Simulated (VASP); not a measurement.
Output of a VASP run:

File OSZICAR:
```
       N       E                     dE             d eps       ncg     rms          rms(c)
DAV:   1     0.676038610968E+03    0.67604E+03   -0.25679E+04  3382   0.225E+03
DAV:   2     0.649429414932E+02   -0.61110E+03   -0.58664E+03  3615   0.569E+02
DAV:   3    -0.370070216433E+02   -0.10195E+03   -0.99303E+02  3558   0.213E+02
DAV:   4    -0.435016429658E+02   -0.64946E+01   -0.64333E+01  4372   0.568E+01
DAV:   5    -0.436758090930E+02   -0.17417E+00   -0.17392E+00  4102   0.900E+00    0.186E+01
DAV:   6    -0.370885152122E+02    0.65873E+01   -0.24738E+01  5703   0.724E+01    0.113E+01
DAV:   7    -0.373079380296E+02   -0.21942E+00   -0.35242E+00  3561   0.145E+01    0.556E+00
DAV:   8    -0.372576957714E+02    0.50242E-01   -0.44204E-01  4944   0.537E+00    0.262E+00
DAV:   9    -0.372418308767E+02    0.15865E-01   -0.13769E-01  5531   0.416E+00    0.474E-01
DAV:  10    -0.372407184358E+02    0.11124E-02   -0.21725E-02  4366   0.124E+00    0.175E-01
DAV:  11    -0.372409421044E+02   -0.22367E-03   -0.50071E-03  4203   0.481E-01    0.887E-02
DAV:  12    -0.372411550159E+02   -0.21291E-03   -0.57845E-04  3930   0.222E-01    0.403E-02
DAV:  13    -0.372412334328E+02   -0.78417E-04   -0.14513E-04  3669   0.926E-02    0.194E-02
DAV:  14    -0.372412336700E+02   -0.23720E-06   -0.30143E-05  4599   0.456E-02    0.107E-02
DAV:  15    -0.372412351101E+02   -0.14401E-05   -0.57193E-06  3677   0.237E-02    0.318E-03
DAV:  16    -0.372412356143E+02   -0.50425E-06   -0.10017E-06  2826   0.194E-02
   1 F= -.37241236E+02 E0= -.37238175E+02  d E =-.612156E-02
```

**OUTCAR**
```
------------------------ aborting loop because EDIFF is reached ----------------------------------------
  FORCE on cell =-STRESS in cart. coord.  units (eV):
  Direction    XX          YY          ZZ          XY          YZ          ZX
  --------------------------------------------------------------------------------------
  Total        3.4909302      3.4909324      0.1291604      0.0000000      0.0000000      0.0000000
  in kB       68.8179097     68.8179524      2.5461827      0.0000000      0.0000000      0.0000000
  external PRESSURE =      46.7273483 kB  Pullay stress =       0.0000000 kB
  volume of cell :       81.27
      direct lattice vectors                 reciprocal lattice vectors
     1.644580000  0.949499000  8.674601000     0.304028992  0.175531166  0.038426359
    -1.644580000  0.949499000  8.674601000    -0.304028992  0.175531166  0.038426359
     0.000000000 -1.898998000  8.674601000     0.000000000 -0.351062332  0.038426359
 POSITION                                       TOTAL-FORCE (eV/Angst)
 -----------------------------------------------------------------------------------
      0.00000      0.00000      0.00000         0.000000      0.000000     -1.557835
      0.00000      0.00000     20.37404         0.000000     -0.000000      1.000342
      0.00000      0.00000      5.64977         0.000000     -0.000000      0.376909
      0.00000      0.00000     22.68755         0.000000      0.000000     -1.722737
      0.00000      0.00000      3.33625         0.000000     -0.000000     -1.251607
      0.00000      0.00000     18.40403         0.000000      0.000000      2.033983
      0.00000      0.00000      7.61977         0.000000      0.000000      1.120945
 -----------------------------------------------------------------------------------
    total drift:                               -0.000000     -0.000009     -0.001012
  FREE ENERGIE OF THE ION-ELECTRON SYSTEM (eV)
  ---------------------------------------------------
  free  energy   TOTEN  =       -37.2412356143 eV

  energy  without entropy=      -37.2351140552  energy(sigma->0) =      -37.23817483
```
(Selected blocks of OUTCAR.)

### POSCAR
```
ZnInGaO4
1
    1.6445800000     0.9494990000     8.6746010000
   -1.6445800000     0.9494990000     8.6746010000
    0.0000000000    -1.8989980000     8.6746010000
In Ga Zn O
1 1 1 4
Direct
  0.0000000000   0.0000000000   0.0000000000
  0.7829000000   0.7829000000   0.7829000000
  0.2171000000   0.2171000000   0.2171000000
  0.8718000000   0.8718000000   0.8718000000
  0.1282000000   0.1282000000   0.1282000000
  0.7072000000   0.7072000000   0.7072000000
  0.2928000000   0.2928000000   0.2928000000
```

Write an INCAR and KPOINTS that could have produced this output.

This is not unique; one that fits is the input of the run itself, PBE GGA, plane waves, VASP's PBE PAW potentials (set 64).

### KPOINTS
```
Automatic mesh
0
Gamma
7 7 7
0 0 0
```

### INCAR
```
SYSTEM = ZnInGaO4
PREC = Accurate; ENCUT = 400; LREAL = .False.
LASPH = .True.
EDIFF = 1E-6; NELM = 100; ALGO = Normal
LMAXMIX = 4
ISMEAR = -1; SIGMA = 0.1
GGA = PE
ISIF = 2
LWAVE = .False.; LCHARG = .False.
```

POTCAR, in this order: In_d Ga_d Zn O (PBE.64 set). Program: vasp_std.

At this cut-off the stress carries a Pulay error, which pulls relaxed volumes low.

The structure was generated: ZnInGaO4 was put into an ordered model structure, which need not be its known phase. The cell was not relaxed at this level, and its volume differs by -5.9 % from the start's. The k-mesh is coarse (spacing up to 0.32 per Å, 2π included), so the numbers may not be converged in it.
